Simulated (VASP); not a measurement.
Method: PBE GGA, VASP's PBE PAW potentials (set 64) (plane waves; VASP 6.6.1).

The input files of a VASP run:

POSCAR:
```
In
1
   -1.6430904846     1.6430904846     2.5334199655
    1.6430904846    -1.6430904846     2.5334199655
    1.6430904846     1.6430904846    -2.5334199655
In
1
Direct
  0.0000000000   1.0000000000   0.0000000000
```

INCAR:
```
SYSTEM = In
PREC = Accurate
ENCUT = 500
EDIFF = 1E-6
NELM = 100
ALGO = Normal
LREAL = .FALSE.
LASPH = .TRUE.
ISMEAR = 1
SIGMA = 0.1
GGA = PE
LMAXMIX = 4
LWAVE = .FALSE.
LCHARG = .FALSE.
IBRION = 2
ISIF = 3
NSW = 40
EDIFFG = -0.02
```

File KPOINTS:
```
Automatic mesh
0
Gamma
16 16 16
0 0 0
```

POTCAR, in this order: In_d (PBE.64 set). Program: vasp_std.

What VASP printed:

### OSZICAR
```
       N       E                     dE             d eps       ncg     rms          rms(c)
DAV:   1     0.696572848008E+02    0.69657E+02   -0.63615E+03  7008   0.157E+03
DAV:   2     0.180873555475E+00   -0.69476E+02   -0.68623E+02  7070   0.283E+02
DAV:   3    -0.252029061093E+01   -0.27012E+01   -0.26893E+01  8162   0.645E+01
DAV:   4    -0.258183081582E+01   -0.61540E-01   -0.61508E-01  8722   0.998E+00
DAV:   5    -0.258460565485E+01   -0.27748E-02   -0.27748E-02  8622   0.170E+00    0.208E+00
DAV:   6    -0.256418178338E+01    0.20424E-01   -0.40806E-02  8042   0.438E+00    0.104E+00
DAV:   7    -0.256036127647E+01    0.38205E-02   -0.13156E-02  8112   0.231E+00    0.239E-01
DAV:   8    -0.256015159941E+01    0.20968E-03   -0.77109E-04  8444   0.552E-01    0.311E-02
DAV:   9    -0.256015753471E+01   -0.59353E-05   -0.14515E-05  9292   0.571E-02    0.126E-02
DAV:  10    -0.256015844632E+01   -0.91161E-06   -0.11575E-06  5530   0.133E-02
   1 F= -.25601584E+01 E0= -.25601662E+01  d E =-.256016E+01
       N       E                     dE             d eps       ncg     rms          rms(c)
DAV:   1    -0.256182262750E+01   -0.16651E-02   -0.45949E-02  8040   0.379E+00    0.221E-01
DAV:   2    -0.256069468776E+01    0.11279E-02   -0.21670E-03  7860   0.107E+00    0.106E-01
DAV:   3    -0.256036798213E+01    0.32671E-03   -0.65060E-04  9610   0.633E-01    0.381E-02
DAV:   4    -0.256034189094E+01    0.26091E-04   -0.54039E-05  8276   0.153E-01    0.131E-02
DAV:   5    -0.256034094724E+01    0.94370E-06   -0.62848E-06  9566   0.360E-02
   2 F= -.25603409E+01 E0= -.25603572E+01  d E =-.182501E-03
       N       E                     dE             d eps       ncg     rms          rms(c)
DAV:   1    -0.257373212876E+01   -0.13390E-01   -0.41211E-01  8024   0.114E+01    0.656E-01
DAV:   2    -0.256365752981E+01    0.10075E-01   -0.19288E-02  7818   0.314E+00    0.317E-01
DAV:   3    -0.256073290329E+01    0.29246E-02   -0.58999E-03  9456   0.188E+00    0.110E-01
DAV:   4    -0.256052788089E+01    0.20502E-03   -0.49135E-04  8094   0.459E-01    0.381E-02
DAV:   5    -0.256052307692E+01    0.48040E-05   -0.57707E-05 10450   0.108E-01    0.292E-02
DAV:   6    -0.256052378797E+01   -0.71104E-06   -0.22692E-06  5706   0.243E-02
   3 F= -.25605238E+01 E0= -.25605012E+01  d E =-.365342E-03
       N       E                     dE             d eps       ncg     rms          rms(c)
DAV:   1    -0.256204541971E+01   -0.15223E-02   -0.46544E-02  8024   0.377E+00    0.224E-01
DAV:   2    -0.256088206338E+01    0.11634E-02   -0.22074E-03  7836   0.108E+00    0.108E-01
DAV:   3    -0.256055170124E+01    0.33036E-03   -0.65474E-04  9684   0.637E-01    0.394E-02
DAV:   4    -0.256053347008E+01    0.18231E-04   -0.53874E-05  8456   0.152E-01    0.137E-02
DAV:   5    -0.256053370420E+01   -0.23411E-06   -0.60945E-06  9662   0.361E-02
   4 F= -.25605337E+01 E0= -.25605319E+01  d E =-.375258E-03
       N       E                     dE             d eps       ncg     rms          rms(c)
DAV:   1    -0.256178434896E+01   -0.12509E-02   -0.37765E-02  8028   0.298E+00    0.188E-01
DAV:   2    -0.256096697070E+01    0.81738E-03   -0.13023E-03  7948   0.829E-01    0.102E-01
DAV:   3    -0.256065793920E+01    0.30903E-03   -0.52443E-04 10420   0.596E-01    0.304E-02
DAV:   4    -0.256064765203E+01    0.10287E-04   -0.57159E-05  8550   0.146E-01    0.134E-02
DAV:   5    -0.256064761272E+01    0.39309E-07   -0.40052E-06  7984   0.347E-02
   5 F= -.25606476E+01 E0= -.25606252E+01  d E =-.113909E-03
       N       E                     dE             d eps       ncg     rms          rms(c)
DAV:   1    -0.256207218064E+01   -0.14245E-02   -0.45295E-02  8032   0.327E+00    0.206E-01
DAV:   2    -0.256108873940E+01    0.98344E-03   -0.15692E-03  7958   0.909E-01    0.111E-01
DAV:   3    -0.256071838620E+01    0.37035E-03   -0.62863E-04 10420   0.651E-01    0.335E-02
DAV:   4    -0.256070569575E+01    0.12690E-04   -0.68273E-05  8562   0.159E-01    0.148E-02
DAV:   5    -0.256070565802E+01    0.37730E-07   -0.50183E-06  8928   0.378E-02
   6 F= -.25607057E+01 E0= -.25606715E+01  d E =-.171954E-03
```

File OUTCAR:
```
------------------------ aborting loop because EDIFF is reached ----------------------------------------
  FORCE on cell =-STRESS in cart. coord.  units (eV):
  Direction    XX          YY          ZZ          XY          YZ          ZX
  --------------------------------------------------------------------------------------
  Total       -0.0063701     -0.0063701     -0.0052840      0.0000000      0.0000000      0.0000000
  in kB       -0.3717511     -0.3717511     -0.3083692      0.0000000      0.0000000      0.0000000
  external PRESSURE =      -0.3506238 kB  Pullay stress =       0.0000000 kB
  volume of cell :       27.45
      direct lattice vectors                 reciprocal lattice vectors
    -1.635412579  1.635412579  2.566198310     0.000000000  0.305733248  0.194840749
     1.635412579 -1.635412579  2.566198310     0.305733248  0.000000000  0.194840749
     1.635412579  1.635412579 -2.566198310     0.305733248  0.305733248  0.000000000
 POSITION                                       TOTAL-FORCE (eV/Angst)
 -----------------------------------------------------------------------------------
      0.00000     -0.00000      0.00000         0.000000      0.000000      0.000000
 -----------------------------------------------------------------------------------
    total drift:                               -0.000000     -0.000000     -0.000000
  FREE ENERGIE OF THE ION-ELECTRON SYSTEM (eV)
  ---------------------------------------------------
  free  energy   TOTEN  =        -2.5607056580 eV

  energy  without entropy=       -2.5606033275  energy(sigma->0) =       -2.56067155

 reached required accuracy - stopping structural energy minimisation
```
(Selected blocks of OUTCAR.)

**CONTCAR**
```
In
   1.00000000000000
    -1.6354125791577800    1.6354125791577800    2.5661983102764205
     1.6354125791577800   -1.6354125791577800    2.5661983102764205
     1.6354125791577800    1.6354125791577800   -2.5661983102764205
  In
     1
Direct
     0.0000000000000000    0.0000000000000000    0.0000000000000000
```

The compound is In in the bct structure. This run relaxes it. Symmetry was kept, so distortions that lower it aren't found.
